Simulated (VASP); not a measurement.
A convergence study with VASP on NiO (rock salt, AFM-II order): one setting is varied, all else stays as given below, so the limit is that of these other settings.

```yaml
crystal:
  lattice:
    - [4.18000, 2.09000, 2.09000]
    - [2.09000, 4.18000, 2.09000]
    - [2.09000, 2.09000, 4.18000]
  atoms:
    - { symbol: Ni, position: [0.00000, 0.00000, 0.00000], spin: 2.0 }
    - { symbol: Ni, position: [0.50000, 0.50000, 0.50000], spin: -2.0 }
    - { symbol: O, position: [0.25000, 0.25000, 0.25000] }
    - { symbol: O, position: [0.75000, 0.75000, 0.75000] }
```

These are PBE GGA, VASP's PBE PAW potentials (set 64) (plane waves; VASP) values and carry that method's errors. The tightest run used: 700 eV cut-off, 10×10×10 Monkhorst-Pack mesh, Gaussian smearing of 0.050 eV, potentials Ni O.

The settings run are 1×1×1 mesh; 2×2×2 mesh; 3×3×3 mesh; 4×4×4 mesh; 5×5×5 mesh; 6×6×6 mesh; 7×7×7 mesh; 8×8×8 mesh; 9×9×9 mesh; 10×10×10 mesh. From which on does the stress (every component) stay within 0.1 GPa of the tightest run?

From 5×5×5 mesh on: it is off by 0.06 there and by no more than 0.1 in any finer run, while 4×4×4 mesh is off by 0.35.
| setting | E (eV/atom) | pressure (GPa) | irreducible k-points | difference judged (GPa) |
|---|---|---|---|---|
| 1×1×1 mesh | -4.9064 | -15.19 | 1 | 16.58 |
| 2×2×2 mesh | -5.8364 | -1.51 | 2 | 5.80 |
| 3×3×3 mesh | -5.8771 | 0.97 | 6 | 0.42 |
| 4×4×4 mesh | -5.8648 | 1.74 | 10 | 0.35 |
| 5×5×5 mesh | -5.8713 | 1.40 | 19 | 0.06 |
| 6×6×6 mesh | -5.8737 | 1.34 | 28 | 0.05 |
| 7×7×7 mesh | -5.8736 | 1.38 | 44 | 0.01 |
| 8×8×8 mesh | -5.8734 | 1.40 | 60 | 0.01 |
| 9×9×9 mesh | -5.8735 | 1.40 | 85 | 0.01 |
| 10×10×10 mesh | -5.8735 | 1.39 | 110 | 0.00 |

Left out are rungs that failed or repeat a setting and relaxations that didn't move; long series are thinned to 24 rows.

The compound is NiO in the rock salt, AFM-II order structure. The cell was not relaxed at this level.
